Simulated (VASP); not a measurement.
# How plane-wave cutoff and smearing change a VASP run on CaO (Lime), part 3 of 3

How sensitive are energy, pressure and forces of CaO (Lime) to the plane-wave cutoff and smearing? The atoms are off their equilibrium sites, so that forces can be compared too. The series runs use LDA. The atoms of the start are displaced at random from the sites of a Fm-3m cell.

VASP 6.6.1; LDA; plane waves and PAW (Ca_sv, O).

So far. Step 15 (Smearing: ISMEAR = -1, SIGMA = 0.5): Against the run before the energy at zero width moves by +10.40 meV an atom and the pressure by +0.09 GPa, after 13 cycles in 90 s. The entropy term T·S comes to 31.06 meV an atom in size.

### 16. Smearing: ISMEAR = 1, SIGMA = 0.01

The input, INCAR:

```
SYSTEM = CaO
PREC = Accurate
ENCUT = 520
EDIFF = 1E-06
NELM = 100
ISMEAR = 1
SIGMA = 0.01
LREAL = .FALSE.
ALGO = Normal
GGA = CA
NBANDS = 14
LORBIT = 11
LWAVE = .FALSE.
LCHARG = .FALSE.
KPAR = 2
ISIF = 2
```

The input, POSCAR:

```
CaO
1.0
    0.0000000000      2.4065000000      2.4065000000
    2.4065000000      0.0000000000      2.4065000000
    2.4065000000      2.4065000000      0.0000000000
Ca O
1 1
Direct
   -0.0030480000     -0.0086820000      0.0132500000
    0.4938910000      0.5038290000      0.5120960000
```

The input, KPOINTS:

```
Automatic mesh
0
Gamma
8 8 8
0 0 0
```

Potentials, in the order of the species: Ca_sv and O (PBE family, release 64).

Run with:

```bash
$ mpirun -np 2 vasp_std
```

The log of the run:

```text
[... set-up lines as in an earlier step ...]
 entering main loop
       N       E                     dE             d eps       ncg     rms          rms(c)
DAV:   1     0.122825726815E+03    0.12283E+03   -0.84270E+03  7280   0.117E+03
[... 1 cycle as in an earlier step ...]
DAV:   3    -0.156585190496E+02   -0.54481E+01   -0.54096E+01  8232   0.634E+01
[... 6 cycles as in an earlier step ...]
DAV:  10    -0.142734237828E+02   -0.22090E-03   -0.64648E-04  8564   0.367E-01    0.890E-02
DAV:  11    -0.142733340459E+02    0.89737E-04   -0.96966E-05  8536   0.151E-01    0.121E-02
DAV:  12    -0.142733362085E+02   -0.21626E-05   -0.16412E-05 10230   0.504E-02    0.672E-03
DAV:  13    -0.142733358956E+02    0.31288E-06   -0.11817E-06  5682   0.130E-02
   1 F= -.14273336E+02 E0= -.14273336E+02  d E =0.581509E-95
```

Wall time 91 s (2 MPI ranks of AMD EPYC 7R43, shared host); peak memory 0.36 GiB; 3 min of CPU time.

Parts of OUTCAR (step 16):

```text
  Total       -1.1490736     -1.1655575     -1.1549508      0.0007978      0.0006705     -0.0018184
  in kB      -66.0497007    -66.9972050    -66.3875228      0.0458594      0.0385405     -0.1045240
  external PRESSURE =     -66.4781428 kB  Pullay stress =       0.0000000 kB

  FREE ENERGIE OF THE ION-ELECTRON SYSTEM (eV)
  ---------------------------------------------------
  free  energy   TOTEN  =       -14.2733358956 eV

  energy  without entropy=      -14.2733358956  energy(sigma->0) =      -14.27333590

[... 3 parts as in an earlier step ...]

[... 1 further part left out ...]
[key lines of the parts left out:]
E-fermi :   2.0626
```

Methfessel-Paxton smearing is not meant for a cell with a gap.

Against the first of the series the energy at zero width stays within 0.01 meV an atom and the pressure within 0.01 GPa, after 13 cycles in 91 s. The entropy term T·S comes to 0.00 meV an atom in size.

### 17. Smearing: ISMEAR = 1, SIGMA = 0.05

INCAR, as its differences from that of step 16:

```diff
@@ -6,3 +6,3 @@
 ISMEAR = 1
-SIGMA = 0.01
+SIGMA = 0.05
 LREAL = .FALSE.
```

POSCAR is that of step 16.

KPOINTS is that of step 16.

Run with:

```bash
$ mpirun -np 2 vasp_std
```

The log of the run:

```text
[... set-up lines as in an earlier step ...]
 entering main loop
       N       E                     dE             d eps       ncg     rms          rms(c)
DAV:   1     0.122825746229E+03    0.12283E+03   -0.84270E+03  7280   0.117E+03
DAV:   2    -0.102104058469E+02   -0.13304E+03   -0.12439E+03  9062   0.302E+02
DAV:   3    -0.156584984847E+02   -0.54481E+01   -0.54096E+01  8232   0.634E+01
DAV:   4    -0.158360973324E+02   -0.17760E+00   -0.17745E+00 11028   0.984E+00
[...]
DAV:  11    -0.142733204456E+02    0.89742E-04   -0.96973E-05  8536   0.151E-01    0.121E-02
DAV:  12    -0.142733192166E+02    0.12290E-05   -0.16412E-05 10230   0.504E-02    0.672E-03
DAV:  13    -0.142733189021E+02    0.31446E-06   -0.11884E-06  5682   0.131E-02
   1 F= -.14273319E+02 E0= -.14273325E+02  d E =0.171034E-04
```

The job ended after 93 s (2 MPI ranks; peak memory 0.36 GiB).

OUTCAR, selected parts (step 17):

```text
  Total       -1.1490837     -1.1655551     -1.1549561      0.0008099      0.0006801     -0.0018469
  in kB      -66.0502807    -66.9970673    -66.3878265      0.0465547      0.0390950     -0.1061602
  external PRESSURE =     -66.4783915 kB  Pullay stress =       0.0000000 kB

  FREE ENERGIE OF THE ION-ELECTRON SYSTEM (eV)
  ---------------------------------------------------
  free  energy   TOTEN  =       -14.2733189021 eV

  energy  without entropy=      -14.2733360056  energy(sigma->0) =      -14.27332460

[... 3 parts as in an earlier step ...]

[... 1 further part left out ...]
[key lines of the parts left out:]
E-fermi :   1.9583
```

Against the run before the energy at zero width moves by +0.01 meV an atom while the pressure stays within 0.01 GPa, after 13 cycles in 93 s. The entropy term T·S comes to 0.01 meV an atom in size.

### 18. Smearing: ISMEAR = 1, SIGMA = 0.1

INCAR, as its differences from that of step 17:

```diff
@@ -6,3 +6,3 @@
 ISMEAR = 1
-SIGMA = 0.05
+SIGMA = 0.1
 LREAL = .FALSE.
```

POSCAR is that of step 17.

KPOINTS is that of step 17.

Run with:

```bash
$ mpirun -np 2 vasp_std
```

The log of the run:

```text
[... set-up lines as in an earlier step ...]
 entering main loop
       N       E                     dE             d eps       ncg     rms          rms(c)
DAV:   1     0.122825648049E+03    0.12283E+03   -0.84270E+03  7280   0.117E+03
DAV:   2    -0.102103945216E+02   -0.13304E+03   -0.12439E+03  9062   0.302E+02
DAV:   3    -0.156583400391E+02   -0.54479E+01   -0.54096E+01  8232   0.634E+01
DAV:   4    -0.158359414837E+02   -0.17760E+00   -0.17745E+00 11028   0.984E+00
[...]
DAV:  11    -0.142732927134E+02    0.89751E-04   -0.96993E-05  8536   0.151E-01    0.121E-02
DAV:  12    -0.142732914849E+02    0.12285E-05   -0.16411E-05 10230   0.504E-02    0.672E-03
DAV:  13    -0.142732911708E+02    0.31404E-06   -0.11883E-06  5676   0.131E-02
   1 F= -.14273291E+02 E0= -.14273328E+02  d E =0.110166E-03
```

Elapsed: 86 s, on 2 MPI ranks; peak memory 0.36 GiB; 2.8 min of CPU time.

OUTCAR, selected parts (step 18):

```text
  Total       -1.1491302     -1.1656191     -1.1550088      0.0008090      0.0006794     -0.0018450
  in kB      -66.0529487    -67.0007443    -66.3908608      0.0465045      0.0390518     -0.1060538
  external PRESSURE =     -66.4815179 kB  Pullay stress =       0.0000000 kB

 POSITION                                       TOTAL-FORCE (eV/Angst)
 -----------------------------------------------------------------------------------
      2.41749      2.43105      4.78477         0.071653     -0.026437      0.059481
      2.44482      2.42091      2.40101        -0.071653      0.026437     -0.059481
 -----------------------------------------------------------------------------------
    total drift:                               -0.000097      0.000118     -0.000105

  FREE ENERGIE OF THE ION-ELECTRON SYSTEM (eV)
  ---------------------------------------------------
  free  energy   TOTEN  =       -14.2732911708 eV

  energy  without entropy=      -14.2734013366  energy(sigma->0) =      -14.27332789

[... 2 parts as in an earlier step ...]

[... 1 further part left out ...]
[key lines of the parts left out:]
E-fermi :   1.9848
```

Against the run before the energy at zero width stays within 0.01 meV an atom and the pressure within 0.01 GPa, after 13 cycles in 86 s. The entropy term T·S comes to 0.06 meV an atom in size.

### 19. Smearing: ISMEAR = 1, SIGMA = 0.2

INCAR, as its differences from that of step 18:

```diff
@@ -6,3 +6,3 @@
 ISMEAR = 1
-SIGMA = 0.1
+SIGMA = 0.2
 LREAL = .FALSE.
```

POSCAR is that of step 18.

KPOINTS is that of step 18.

Run with:

```bash
$ mpirun -np 2 vasp_std
```

The log of the run:

```text
[... set-up lines as in an earlier step ...]
 entering main loop
       N       E                     dE             d eps       ncg     rms          rms(c)
DAV:   1     0.122825218785E+03    0.12283E+03   -0.84270E+03  7280   0.117E+03
DAV:   2    -0.102103678640E+02   -0.13304E+03   -0.12437E+03  9062   0.302E+02
DAV:   3    -0.156562112031E+02   -0.54458E+01   -0.54096E+01  8232   0.634E+01
DAV:   4    -0.158338636111E+02   -0.17765E+00   -0.17750E+00 11028   0.984E+00
[...]
DAV:  11    -0.142727843839E+02    0.90068E-04   -0.97394E-05  8538   0.151E-01    0.121E-02
DAV:  12    -0.142727831522E+02    0.12316E-05   -0.16444E-05 10230   0.505E-02    0.671E-03
DAV:  13    -0.142727828394E+02    0.31283E-06   -0.11893E-06  5622   0.131E-02
   1 F= -.14272783E+02 E0= -.14273481E+02  d E =0.209542E-02
```

Elapsed: 92 s, on 2 MPI ranks; peak memory 0.37 GiB.

OUTCAR, selected parts (step 19):

```text
  Total       -1.1505250     -1.1669738     -1.1563894      0.0008446      0.0007091     -0.0019248
  in kB      -66.1331247    -67.0786143    -66.4702176      0.0485473      0.0407581     -0.1106396
  external PRESSURE =     -66.5606522 kB  Pullay stress =       0.0000000 kB

 POSITION                                       TOTAL-FORCE (eV/Angst)
 -----------------------------------------------------------------------------------
      2.41749      2.43105      4.78477         0.072139     -0.026617      0.059884
      2.44482      2.42091      2.40101        -0.072139      0.026617     -0.059884
 -----------------------------------------------------------------------------------
    total drift:                               -0.000096      0.000118     -0.000105

  FREE ENERGIE OF THE ION-ELECTRON SYSTEM (eV)
  ---------------------------------------------------
  free  energy   TOTEN  =       -14.2727828394 eV

  energy  without entropy=      -14.2748782586  energy(sigma->0) =      -14.27348131

[... 2 parts as in an earlier step ...]

[... 1 further part left out ...]
[key lines of the parts left out:]
E-fermi :   1.9414
```

Against the run before the energy at zero width moves by -0.08 meV an atom and the pressure by -0.01 GPa, after 13 cycles in 92 s. The entropy term T·S comes to 1.05 meV an atom in size.

### 20. Smearing: ISMEAR = 1, SIGMA = 0.5

INCAR, as its differences from that of step 19:

```diff
@@ -6,3 +6,3 @@
 ISMEAR = 1
-SIGMA = 0.2
+SIGMA = 0.5
 LREAL = .FALSE.
```

POSCAR is that of step 19.

KPOINTS is that of step 19.

Run with:

```bash
$ mpirun -np 2 vasp_std
```

The log of the run:

```text
[... set-up lines as in an earlier step ...]
 entering main loop
       N       E                     dE             d eps       ncg     rms          rms(c)
DAV:   1     0.122824303374E+03    0.12282E+03   -0.84270E+03  7280   0.117E+03
DAV:   2    -0.102051426099E+02   -0.13303E+03   -0.12436E+03  9062   0.302E+02
DAV:   3    -0.156258340543E+02   -0.54207E+01   -0.53858E+01  8232   0.634E+01
DAV:   4    -0.158036499692E+02   -0.17782E+00   -0.17765E+00 11028   0.985E+00
[...]
DAV:  11    -0.142579782346E+02    0.85037E-04   -0.93135E-05  8536   0.147E-01    0.115E-02
DAV:  12    -0.142579770949E+02    0.11397E-05   -0.15375E-05  9986   0.490E-02    0.651E-03
DAV:  13    -0.142579767942E+02    0.30064E-06   -0.11905E-06  5914   0.131E-02
   1 F= -.14257977E+02 E0= -.14274423E+02  d E =0.493398E-01
```

The job ended after 97 s (2 MPI ranks; peak memory 0.37 GiB; 3.2 min of CPU time).

Parts of OUTCAR (step 20):

```text
  Total       -1.1806548     -1.1965796     -1.1863290      0.0008826      0.0007400     -0.0020066
  in kB      -67.8650129    -68.7803830    -68.1911675      0.0507337      0.0425350     -0.1153415
  external PRESSURE =     -68.2788545 kB  Pullay stress =       0.0000000 kB

 POSITION                                       TOTAL-FORCE (eV/Angst)
 -----------------------------------------------------------------------------------
      2.41749      2.43105      4.78477         0.075787     -0.027985      0.062931
      2.44482      2.42091      2.40101        -0.075787      0.027985     -0.062931
 -----------------------------------------------------------------------------------
    total drift:                               -0.000091      0.000116     -0.000100

  FREE ENERGIE OF THE ION-ELECTRON SYSTEM (eV)
  ---------------------------------------------------
  free  energy   TOTEN  =       -14.2579767942 eV

  energy  without entropy=      -14.3073165696  energy(sigma->0) =      -14.27442339

[... 2 parts as in an earlier step ...]

[... 1 further part left out ...]
[key lines of the parts left out:]
E-fermi :   1.8653
```

Against the run before the energy at zero width moves by -0.47 meV an atom and the pressure by -0.17 GPa, after 13 cycles in 97 s. The entropy term T·S comes to 24.67 meV an atom in size.

### 21. Smearing: ISMEAR = -5

INCAR, as its differences from that of step 20:

```diff
@@ -5,4 +5,4 @@
 NELM = 100
-ISMEAR = 1
-SIGMA = 0.5
+ISMEAR = -5
+SIGMA = 0.05
 LREAL = .FALSE.
```

POSCAR is that of step 20.

KPOINTS is that of step 20.

Run with:

```bash
$ mpirun -np 2 vasp_std
```

The log of the run:

```text
[... set-up lines as in an earlier step ...]
 entering main loop
       N       E                     dE             d eps       ncg     rms          rms(c)
DAV:   1     0.122867109905E+03    0.12287E+03   -0.84270E+03  7280   0.117E+03
DAV:   2    -0.102104171710E+02   -0.13308E+03   -0.12459E+03  9062   0.302E+02
[... 5 cycles as in an earlier step ...]
DAV:   8    -0.142735348518E+02    0.31360E-01   -0.76201E-02  8308   0.287E+00    0.271E-01
[... 4 cycles as in an earlier step ...]
DAV:  13    -0.142733358940E+02    0.31419E-06   -0.11884E-06  5682   0.131E-02
   1 F= -.14273336E+02 E0= -.14273336E+02  d E =0.000000E+00
```

The job ended after 94 s (2 MPI ranks; peak memory 0.38 GiB).

Parts of OUTCAR (step 21):

```text
  Total       -1.1490843     -1.1655540     -1.1549561      0.0008157      0.0006849     -0.0018600
  in kB      -66.0503139    -66.9970055    -66.3878273      0.0468851      0.0393664     -0.1069125
  external PRESSURE =     -66.4783822 kB  Pullay stress =       0.0000000 kB

[... 5 parts as in an earlier step ...]

[... 1 further part left out ...]
[key lines of the parts left out:]
E-fermi :   2.0395
```

Against the first of the series the energy at zero width stays within 0.01 meV an atom and the pressure within 0.01 GPa, after 13 cycles in 94 s.

### 22. The smearing series as a table

This step: convergence of LDA results with the smearing; plane waves and PAW (VASP 6.6.1).

This step runs nothing: it gathers the runs above.

Differences are taken from the run with ISMEAR = -1, SIGMA = 0.01. Results of the series, by row:

| setting | status | energy less the reference (meV/atom) | pressure (GPa) | largest force difference (meV/Å) | gap (eV) | SCF cycles | wall time (s) |
| --- | --- | --- | --- | --- | --- | --- | --- |
| ISMEAR = -1, SIGMA = 0.01 | converged | 0 | -6.648 | 0 | 3.468 | 13 | 51 |
| ISMEAR = -1, SIGMA = 0.05 | converged | 0 | -6.648 | 0 | 3.468 | 13 | 69 |
| ISMEAR = -1, SIGMA = 0.1 | converged | 0 | -6.648 | 0 | 3.468 | 13 | 99 |
| ISMEAR = -1, SIGMA = 0.2 | converged | 0.01109 | -6.648 | 0.004 | 3.468 | 13 | 92 |
| ISMEAR = -1, SIGMA = 0.5 | converged | 10.41 | -6.562 | 2.333 | 3.488 | 13 | 90 |
| ISMEAR = 1, SIGMA = 0.01 | converged | -5.00e-6 | -6.648 | 0 | 3.468 | 13 | 91 |
| ISMEAR = 1, SIGMA = 0.05 | converged | 0.005645 | -6.648 | 0 | 3.468 | 13 | 93 |
| ISMEAR = 1, SIGMA = 0.1 | converged | 0.004 | -6.648 | 0.027 | 3.468 | 13 | 86 |
| ISMEAR = 1, SIGMA = 0.2 | converged | -0.07271 | -6.656 | 0.513 | 3.469 | 13 | 92 |
| ISMEAR = 1, SIGMA = 0.5 | converged | -0.5437 | -6.828 | 4.161 | 3.482 | 13 | 97 |
| ISMEAR = -5 | converged | 0 | -6.648 | 0 | 3.468 | 13 | 94 |

### 23. Results

| Item | Value |
| --- | --- |
| plane-wave cutoff from which the energy stays within 10 meV/atom of the reference | ENCUT = 360 |
| plane-wave cutoff from which the energy stays within 1 meV/atom of the reference | ENCUT = 640 |
| plane-wave cutoff from which the pressure stays within 0.2 GPa of the reference | ENCUT = 520 |
| spread of the pressure over the plane-wave cutoff | 69.4 GPa |
| spread of the energy over the plane-wave cutoff | 95.3 meV/atom |
| spread of the pressure over the smearing | 0.266 GPa |
| spread of the energy over the smearing | 11.0 meV/atom |

What this shows: From ENCUT = 640 on, the energy stays within 1 meV an atom of the reference, at 77 % of its time. The pressure holds within 0.2 GPa from ENCUT = 520 on. These cutoffs are 0.6 to 2 times the default of the data sets, about 400 eV; at the default the run is off by -2.2 meV an atom, -4.00 GPa, 1.1 meV/Å in forces, and at 1.3 times by +1.1 meV an atom, -0.04 GPa, 0.6 meV/Å in forces. Energy differences between like cells converge faster than these totals. The usual rule keeps the entropy term T·S under 1 meV an atom, which holds up to a width of 0.2 eV for Fermi-Dirac and 0.1 eV for first-order Methfessel-Paxton. Farthest in energy from the narrowest smearing lies ISMEAR = -1, SIGMA = 0.5 (+10.4 meV an atom, +0.09 GPa, 2.3 meV/Å in forces). Methfessel-Paxton smearing is made for metals and can give negative occupations at band edges. Differences are taken from the run with ENCUT = 800, which is itself not the exact limit. The runs at ENCUT = 240; ENCUT = 300; ENCUT = 360; ENCUT = 400 are over 30 meV an atom or 2 GPa off and describe the material poorly.

[Lines on the potential files, build, host, timing and source positions are cut from VASP's logs without a mark.]

[Logs are printed without paths, hosts, clocks, repeated set-up lines and the standing remarks that a program may print on its own settings, such as how far it seeks lower states.]

[Hosts, paths, dates, database ids (printed as entryN), source tags and the programs' standing remarks are cut or masked in the printed files.]

[A measured line is paired with the nearest computed mode of its activity, which favours agreement.]
